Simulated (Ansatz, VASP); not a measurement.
**In (linear In chain): VASP beside Ansatz**

Wanted: the spread between two codes on one cell, functional and k mesh. The structure shown is the end of the Ansatz relaxation below. Other levels of theory on this material are compared in a session of their own.

Program: Ansatz 0.2.0. Level of theory: plane waves, with VASP 6.6.1 beside it; PBEsol and r2SCAN. Results are calculated unless marked as measured.

## Step 1: Starting point

The cell holds 1 atom: 1 In. Cell: a = 7.500 Å, b = 7.500 Å, c = 2.835 Å, α = 90.0°, β = 90.0°, γ = 90.0°. Vacuum lies along a and b. The structure's axis is c.

## Step 2: Ansatz: relaxation, PBEsol

Ansatz runs on its default PAW (the set named soft_2) files.

This run makes the geometry at which the two programs are then compared.

The input, input.yaml:

```yaml
crystal:
  lattice:
    - [7.5, 0.0, 0.0]
    - [0.0, 7.5, 0.0]
    - [0.0, 0.0, 2.6412]
  atoms:
    - { symbol: In, position: [0.5, 0.5, 0.0], spin: 0.5 }
magnetization:
  spin_polarized: true
kpoints:
  mp_grid: { grid: [1, 1, 31] }
scf:
  occupations: { method: fermi_dirac, width: 0.05 }
hamiltonian:
  xc: pbesol
relax:
  cell: { fix: [a, b, alpha, beta, gamma] }
  max_steps: 60
```

On the command line:

```sh
ansatz run input.yaml --threads 4 --pin off --max-ram 8192MiB --backend cpu --events-out ev --progress --plain --runs-dir out
```

Numbers of over 12 decimals in the logs are rounded to 6 here.

Output:

```text
Engine: ansatz 0.2.0, aarch64-unknown-linux-gnu
Pseudopotentials: kind: paw
Pseudopotential: In, paw, valence charge 13, recommended cutoff 420 eV (normal), In.paw.azcp
Functional definition: PBEsol
  exchange = pbesol_x
  correlation = pbesol_c
Crystal: 1 atoms, lattice volume = 148.567 Å³
Basis set: ecut = 420 eV, 2929 PW (Γ), exchange–correlation on 108×108×36 points (8 copies of the dense FFT grid, shifted against one another)
Bands: 11, of which v1, the nominal top of the filled ones, is band 7 counted from 1 (6 counted from 0)
Symmetry: 16 space group operations
Space group: P4/mmm (ITA 123), of the structure as read, at distance tolerance 5.3e-5 Å
Magnetic group: BNS 123.339 (UNI 999), of the structure as read, at distance tolerance 5.3e-5 Å
k-points: 16 of 31
Non-local potential: In, projectors of the file, l = 0: 2, l = 1: 2, l = 2: 2, l = 3: 2
PAW form: soft (Blöchl's): semilocal exchange-correlation on the pseudo side does not see the compensation charge
PAW frozen core: In, regenerated for the run's functional, and the local potential with it (the file was generated under x = pbe(κ = 0.804, μ = 0.219515), c = pbe(β = 0.066725))
PAW one-centre angular grid: In, 590 points (default); XC on 64 Gauss nodes
Initial density: superposition of atomic densities (neutral atoms: chi_scale 0, normalization atom)
Starting moments: Σ|m| = 0.5 μB on 1 of 1 site
Initial wavefunctions: pseudopotential atomic-orbital guess
Functional: x = pbesol(κ = 0.804, μ = 0.123457), c = pbesol(β = 0.046)
iter 1 solved again at ethr=1.61e-3 eV; its pass at ethr=3.10e-3 eV (dr2=2.09e-1 eV) is discarded
SCF iter   1: F=—  HF=-5523.938040 eV  |F-HF|=—  |Δ(HF+E_count)|=         —  Δρ=1.24e-2 (↑1.24e-2 ↓9.97e-3)  dr2=2.13e-1  dr2_m=1.41e-1  M=0.084 μB ∫|m|=0.084 μB  β_m=0.30  ethr=1.61e-3  ⟨swp⟩=1.0  Hψ=2935  notcnv=0
preconditioner: auto → LDOS  [metal: Δε(μ)=0.071 eV  Ē_g=16.192 eV  σ=0.050 eV  W_gap=0.33  n_scr=12 (ndim 8)  ℏωp=11.0 eV  f_vac=0.601  D(μ)=1.52/eV (n_scr^D=8)]
spin=Collinear: LDOS preconditioning applied to the charge; magnetization (m = ρ↑ − ρ↓) channel mixes plain (no charge-response kernel on spin).
SCF iter   2: F=—  HF=-5523.910000 eV  |F-HF|=—  |Δ(HF+E_count)|=   2.80e-2  Δρ=8.20e-3 (↑8.20e-3 ↓7.58e-3)  dr2=1.04e-1  dr2_m=7.09e-2  M=0.071 μB ∫|m|=0.071 μB  β_m=0.30  ethr=1.61e-3  ⟨swp⟩=1.9  Hψ=430  notcnv=0
SCF iter   3: F=—  HF=-5523.884809 eV  |F-HF|=—  |Δ(HF+E_count)|=   2.52e-2  Δρ=6.04e-3 (↑4.37e-3 ↓6.04e-3)  dr2=1.35e-2  dr2_m=3.56e-2  M=0.061 μB ∫|m|=0.061 μB  β_m=0.30  ethr=8.02e-4  ⟨swp⟩=2.7  Hψ=720  notcnv=0
SCF iter   4: F=—  HF=-5523.889407 eV  |F-HF|=—  |Δ(HF+E_count)|=   4.60e-3  Δρ=3.98e-3 (↑3.98e-3 ↓3.35e-3)  dr2=3.31e-3  dr2_m=1.79e-2  M=0.053 μB ∫|m|=0.054 μB  β_m=0.30  ethr=1.04e-4  ⟨swp⟩=2.1  Hψ=707  notcnv=0
SCF iter   5: F=—  HF=-5523.891261 eV  |F-HF|=—  |Δ(HF+E_count)|=   1.85e-3  Δρ=2.69e-3 (↑2.69e-3 ↓2.51e-3)  dr2=1.25e-3  dr2_m=9.03e-3  M=0.047 μB ∫|m|=0.047 μB  β_m=0.30  ethr=2.55e-5  ⟨swp⟩=2.7  Hψ=566  notcnv=0
SCF iter   6: F=—  HF=-5523.892706 eV  |F-HF|=—  |Δ(HF+E_count)|=   1.44e-3  Δρ=1.83e-3 (↑1.83e-3 ↓1.83e-3)  dr2=6.91e-5  dr2_m=4.55e-3  M=0.041 μB ∫|m|=0.042 μB  β_m=0.30  ethr=9.64e-6  ⟨swp⟩=2.2  Hψ=535  notcnv=0
SCF iter   7: F=—  HF=-5523.893328 eV  |F-HF|=—  |Δ(HF+E_count)|=   6.22e-4  Δρ=1.30e-3 (↑1.30e-3 ↓1.30e-3)  dr2=2.75e-5  dr2_m=2.30e-3  M=0.037 μB ∫|m|=0.037 μB  β_m=0.30  ethr=5.31e-7  ⟨swp⟩=1.8  Hψ=429  notcnv=0
Mixer restart at iter 7: flushing history
spin-set hold released at iteration 7 (site moments contracting): the magnetisation degrees of freedom join the quasi-Newton model from the next iteration; the mixer history was flushed
SCF iter   8: F=—  HF=-5523.893637 eV  |F-HF|=—  |Δ(HF+E_count)|=   3.10e-4  Δρ=9.28e-4 (↑9.28e-4 ↓9.24e-4)  dr2=1.65e-5  dr2_m=1.16e-3  M=0.033 μB ∫|m|=0.033 μB  β_m=0.65  ethr=2.12e-7  ⟨swp⟩=1.2  Hψ=372  notcnv=0
SCF iter   9: F=—  HF=-5523.894063 eV  |F-HF|=—  |Δ(HF+E_count)|=   4.25e-4  Δρ=6.37e-5 (↑5.52e-5 ↓6.37e-5)  dr2=9.72e-7  dr2_m=4.73e-6  M=0.017 μB ∫|m|=0.018 μB  β_m=0.82  ethr=1.27e-7  ⟨swp⟩=2.8  Hψ=679  notcnv=0
SCF iter  10: F=—  HF=-5523.894099 eV  |F-HF|=—  |Δ(HF+E_count)|=   3.61e-5  Δρ=4.39e-5 (↑3.93e-5 ↓4.39e-5)  dr2=2.79e-7  dr2_m=2.34e-6  M=0.012 μB ∫|m|=0.013 μB  β_m=0.91  ethr=7.48e-9  ⟨swp⟩=2.1  Hψ=574  notcnv=0
SCF iter  11: F=—  HF=-5523.894132 eV  |F-HF|=—  |Δ(HF+E_count)|=   3.32e-5  Δρ=6.31e-6 (↑6.31e-6 ↓5.19e-6)  dr2=5.17e-8  dr2_m=3.30e-8  M=0.002 μB ∫|m|=0.002 μB  β_m=0.96  ethr=7.69e-10  ⟨swp⟩=5.8  Hψ=1256  notcnv=0
SCF iter  12: F=—  HF=-5523.894133 eV  |F-HF|=—  |Δ(HF+E_count)|=   5.13e-7  Δρ=2.84e-6 (↑2.84e-6 ↓2.55e-6)  dr2=3.55e-8  dr2_m=2.37e-9  M=0.000 μB ∫|m|=0.000 μB  β_m=0.87  ethr=3.97e-10  ⟨swp⟩=4.2  Hψ=1062  notcnv=0
[...]
SCF 5 converged in 13 iterations: F = -5523.929717 eV  dr2 = 3.09e-14
relax step   5: F+E_penalty+E_count = -5523.92971661 eV  Δ(F+E_penalty+E_count) = +1.004e-3 eV  max|allowed force component| = 0.000e0 eV/Å  Δτ_max = 0.0000 Å  P = +0.242 GPa  Ω = 157.569 Å³  energy of the carried Pulay correction = -4.683e-4 eV  fix = [a, b, alpha, beta, gamma]  (13 SCF iters, dr2 threshold 1.00e-7 eV, rejected (line search))
[...]
relax step   6: F+E_penalty+E_count = -5523.93198429 eV  Δ(F+E_penalty+E_count) = -1.264e-3 eV  max|allowed force component| = 0.000e0 eV/Å  Δτ_max = 0.0000 Å  P = +0.103 GPa  Ω = 159.488 Å³  energy of the carried Pulay correction = -5.640e-4 eV  fix = [a, b, alpha, beta, gamma]  reactions: a +0.160, b +0.160 GPa  (12 SCF iters, accepted)
[...]
relax step   7: F+E_penalty+E_count = -5523.93229608 eV  Δ(F+E_penalty+E_count) = -3.118e-4 eV  max|allowed force component| = 0.000e0 eV/Å  Δτ_max = 0.0000 Å  P = +0.100 GPa  Ω = 159.488 Å³  fix = [a, b, alpha, beta, gamma]  reactions: a +0.159, b +0.159 GPa  stress off target by 1.81e-2 GPa on what of the cell is left free  SCF on the basis re-selected at this cell (its energy is not comparable with the rows above)  (7 SCF iters)
basis re-selected at this cell: Δ(F+E_penalty+E_count) = -3.118e-4 eV, ΔP = -0.003 GPa vs the last step (what re-selecting the basis moved, of the pressure what is left beyond the Pulay correction that the steps carried, after the strain that the cell walked since its last selection, with what the two solves' SCF thresholds leave and, on support functions, any second-order correction that the steps lacked; it is no measure of the basis error at this ecutwfc). The dense FFT grid was sized anew with the basis: this SCF ran on 54×54×20 points, the steps before it on 54×54×18, so part of this shift can come from that change (see relax.cell in the input reference). [rest of the remark cut]
SCF converged after 7 iterations
Magnetization: -0.0001 μB (6.4999 up, 6.5001 down)
Absolute magnetization: 0.0001 μB (∫|ρ↑−ρ↓|, with the PAW one-centre terms)
Spin contamination: 0.0000 ħ² per cell (⟨S²⟩ above its minimum at these occupations)
Per-site moments (μB) at R_I (Å): [(-2.7625541157822906e-5, 1.169577)]
Free energy (F): -5523.932296 eV
Harris-Foulkes:  -5523.932296 eV  (|F-HF|=3.64e-12)
Internal energy: -5523.914694 eV  (E = F + TS)
E sigma→0 (E₀):  -5523.923495 eV
Entropy (-TS):   -0.017602 eV (-17.602 meV/atom)
Fermi energy:    -1.231428 eV
--- Per-component energies (eV) ---
  E_band       = -173.870095
  E_kinetic    = 240.514642
  E_local      = -2512.312301  (includes V_loc(G=0)·N_el)
  E_nonlocal   = 366.846609
  E_hartree    = 1063.140254
  E_xc         = -212.774420
  E_vxc        = -98.541248  (∫ρ·V_xc dr)
  E_paw        = -4080.140332  (= ΣΔE_a)
  E_vpaw       = -296.658231  (= ΣTr[D̂ρ^β])
  E_aug_tail   = 0.000025  (compensation charges beyond the density's cutoff)
  E_ewald      = -389.425074
  E_core_change = 0.235902  (= ΣΔE_core)
  E_smearing   = -0.017602  (= −TS)
  E_closure    = -0.000000  (closes the sum)
  Σ components = -5523.932296   (vs F -5523.932296, Δ=0.00e0)
--- Forces (eV/Å), atoms counted from 1 ---
  atom   1  In     0.00000000     0.00000000     0.00000000
  max |Σ_I F_I| component: 1.01e-28 eV/Å
--- Stress (GPa, compression-positive) ---
        0.158658       0.000000       0.000000
        0.000000       0.158658       0.000000
        0.000000       0.000000      -0.018059
  P = ⅓ Tr σ = 0.0998 GPa (0.998 kbar)
--- Relaxed structure (6 steps of the walk, 5 accepted, 1 SCFs on fresh bases) ---
  F+E_penalty+E_count = -5523.93229608 eV   max|allowed force component| = 0.000e0 eV/Å   (the final SCF, on the basis selected at the relaxed cell)
  cell:  # Å, volume = 159.4878 Å³
    - [7.5, 0.0, 0.0]
    - [0.0, 7.5, 0.0]
    - [0.0, 0.0, 2.835338]
  atoms:
    - { symbol: In, position: [0.5, 0.5, 0.0] }
```

## Step 3: VASP: single point, PBEsol

The same cell, functional, mesh and smearing now go to VASP, with its own data sets.

Lines of VASP's logs that name or quote its potential files are left out, and so is its time.

The input, INCAR:

```
SYSTEM = In
PREC = Accurate
ENCUT = 500
EDIFF = 1E-06
NELM = 200
ISMEAR = -1
SIGMA = 0.05
LREAL = .FALSE.
ALGO = Normal
GGA = PS
NBANDS = 13
ISPIN = 2
MAGMOM = -0
LORBIT = 11
LWAVE = .FALSE.
LCHARG = .FALSE.
ISIF = 2
LASPH = .TRUE.
GGA_COMPAT = .FALSE.
KPAR = 2
```

The input, POSCAR:

```
In
1.0
    7.5000000000      0.0000000000      0.0000000000
    0.0000000000      7.5000000000      0.0000000000
    0.0000000000      0.0000000000      2.8353379906
In
1
Direct
    0.5000000000      0.5000000000      0.0000000000
```

The input, KPOINTS:

```
Automatic mesh
0
Gamma
1 1 31
0 0 0
```

PAW data sets: In_d (PBE family, release 64).

On the command line:

```sh
mpirun -np 2 vasp_std
```

Output:

```text
[banner, memory and clock lines left out]
running    2 mpi-ranks, on    1 nodes
 distrk:  each k-point on    1 cores,    2 groups
 distr:  one band on    1 cores,    1 groups

 POSCAR found type information on POSCAR In
 POSCAR found :  1 types and       1 ions
|                                                                             |
|               ----> ADVICE to this user running VASP <----                  |
|                                                                             |
|     You enforced a specific xc type in the INCAR file but a different       |
|     [... a line on the potential file left out ...]
|     I HOPE YOU KNOW WHAT YOU ARE DOING!                                     |
|                                                                             |

 LDA part: xc-table for (Slater+PW92), standard interpolation
 POSCAR, INCAR and KPOINTS ok, starting setup
 FFT: planning ... GRIDC
 FFT: planning ... GRID_SOFT
 FFT: planning ... GRID
 WAVECAR not read
 entering main loop
       N       E                     dE             d eps       ncg     rms          rms(c)
DAV:   1     0.820968510529E+02    0.82097E+02   -0.51611E+03   832   0.715E+02
DAV:   2     0.346737012352E+01   -0.78629E+02   -0.76822E+02   897   0.204E+02
DAV:   3    -0.144228006945E+01   -0.49097E+01   -0.48787E+01  1027   0.657E+01
DAV:   4    -0.157881730729E+01   -0.13654E+00   -0.13650E+00  1047   0.144E+01
DAV:   5    -0.158492188894E+01   -0.61046E-02   -0.61043E-02  1305   0.213E+00    0.184E+00
DAV:   6    -0.153829117674E+01    0.46631E-01   -0.28393E-02   862   0.205E+00    0.949E-01
DAV:   7    -0.151174726754E+01    0.26544E-01   -0.39625E-02   872   0.164E+00    0.164E-01
DAV:   8    -0.151159254578E+01    0.15472E-03   -0.45355E-03  1004   0.475E-01    0.211E-01
DAV:   9    -0.151195749867E+01   -0.36495E-03   -0.48307E-04   860   0.166E-01    0.107E-01
DAV:  10    -0.151257277800E+01   -0.61528E-03   -0.41387E-04   832   0.118E-01    0.388E-02
DAV:  11    -0.151273433998E+01   -0.16156E-03   -0.18036E-05   870   0.466E-02    0.228E-02
DAV:  12    -0.151309525837E+01   -0.36092E-03   -0.66307E-05   832   0.533E-02    0.127E-02
DAV:  13    -0.151316338269E+01   -0.68124E-04   -0.61510E-06   832   0.119E-02    0.373E-03
DAV:  14    -0.151316864922E+01   -0.52665E-05   -0.18863E-06   882   0.865E-03    0.453E-03
DAV:  15    -0.151317067448E+01   -0.20253E-05   -0.77735E-07   832   0.437E-03    0.106E-03
DAV:  16    -0.151317089229E+01   -0.21781E-06   -0.29305E-08   611   0.126E-03
   1 F= -.15131709E+01 E0= -.15043683E+01  d E =-.176052E-01  mag=     0.0002
```

(Part 1 of 2 ends here.)

[Lines on the potential files, build, host, timing and source positions are cut from VASP's logs without a mark.]

[Logs are printed without paths, hosts, clocks, repeated set-up lines and the standing remarks that a program may print on its own settings, such as how far it seeks lower states.]

[Hosts, paths, dates, database ids (printed as entryN), source tags and the programs' standing remarks are cut or masked in the printed files.]
